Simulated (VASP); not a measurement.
Here is a VASP 6.6.1 calculation.

INCAR

```
PREC = Accurate ; ENCUT = 450
EDIFF = 1E-5 ; ISMEAR = 0
SIGMA = 0.03 ; LREAL = Auto
LASPH = True ; NELM = 120
ALGO = Normal ; ISIF = 2
LWAVE = False ; LCHARG = False
ISPIN = 2 ; MAGMOM = 4 0 0 0 0 0 0 0 0 0 0 0 0 0 0 0 0 0 0 0 0 0 0 0 0 0 0 0 0 0 0 0
LORBIT = 11 ; NUPDOWN = 4
LMAXMIX = 4 ; LDAU = True
LDAUTYPE = 2 ; LDAUL = 2 -1 -1
LDAUU = 4 0 0 ; LDAUJ = 0 0 0
LDAUPRINT = 1 ; GGA = PS
ISYM = 0 ; KPAR = 4
```

File KPOINTS:

```
Automatic mesh
0
Gamma
  3 3 2
```

Contents of POSCAR:

```
Al15CoN16                               
1.0
    6.2200008610      0.0000000000      0.0000000000
   -3.1100004305      5.3866787572      0.0000000000
    0.0000000000      0.0000000000      9.9600000000
  Co              Al              N             
     1    15    16
Direct
     0.3341517704270011    0.1675337091565167    0.9986268575881685
     0.3333084205418342    0.1669409530537067    0.5008806357173993
     0.3379363147255389    0.6693135799170372    0.0024218680270976
     0.3339510972662337    0.6672380686215328    0.5003196588738066
     0.8339641960547760    0.1667853494807151    0.0019484193520286
     0.8339330870549705    0.1673855103684704    0.5003312334834322
     0.8342314921492290    0.6683784441478363    0.0017895668474089
     0.8342520243798512    0.6671848218070588    0.5001564605361865
     0.1648748101367810    0.3340946711668045    0.2496547545218947
     0.1686994961582306    0.3349962916813758    0.7516404109015153
     0.1653376916738098    0.8314039225744122    0.2493641839637951
     0.1685412995839319    0.8349688506858706    0.7515779124570001
     0.6649173311513612    0.3330972424968844    0.2489071407626827
     0.6687183504741792    0.3347287670578568    0.7509344471382082
     0.6671729768200897    0.8339379434412779    0.2516722080886704
     0.6680690483235984    0.8345314823067134    0.7506633865152035
     0.3277874094302373    0.1642741506264317    0.1902472888702413
     0.3346878730759592    0.1679867412414150    0.6920537909661256
     0.3347035766419281    0.6674185241787787    0.1926567685859928
     0.3345814263270291    0.6680694082177884    0.6914421200053485
     0.8317354611161482    0.1666423547430849    0.1923599254042243
     0.8352970110464106    0.1678571964727196    0.6913888731629833
     0.8320939939190466    0.6662934967801724    0.1922666274869010
     0.8352132861333771    0.6681279868546343    0.6912178275518631
     0.1672672189404861    0.3336686468383359    0.4409577166814423
     0.1670038057008919    0.3386334583756991    0.9435241307608662
     0.1676393802437668    0.8342918830474004    0.4406750349526277
     0.1672322010233522    0.8292054602514415    0.9432608251694683
     0.6656548040765845    0.3331267747808290    0.4404918619409739
     0.6756944291200940    0.3383775572267105    0.9404437720353233
     0.6674764723178163    0.8339956720128683    0.4421431643083005
     0.6693722439654421    0.8350950803876006    0.9415631273428269
```

Potentials or basis: VASP PAW PBE potentials, release 64 (Co, Al, N).

Command:

```console
$ cat potpaw_PBE.64/Co/POTCAR potpaw_PBE.64/Al/POTCAR potpaw_PBE.64/N/POTCAR > POTCAR
$ mpirun -np 4 vasp_std > vasp.out
```

Question: Estimate the largest force.

Answer: 0.735 eV/Å.

Eigenvalues of the final occupation matrices:
```csv
site,spin,trace,eigenvalues
site 1 d,1,4.97,0.98 0.98 1.00 1.00 1.01
site 1 d,2,2.16,0.13 0.30 0.31 0.44 0.97
```

Caveat: the k mesh is coarse (spacing up to 0.39 Å⁻¹), so the values aren't converged; the PAW data sets were made with another functional, which shifts forces and pressure a little; the total moment is fixed, so each spin has its own Fermi level. The state reached can hang on the start; a lower one may exist.
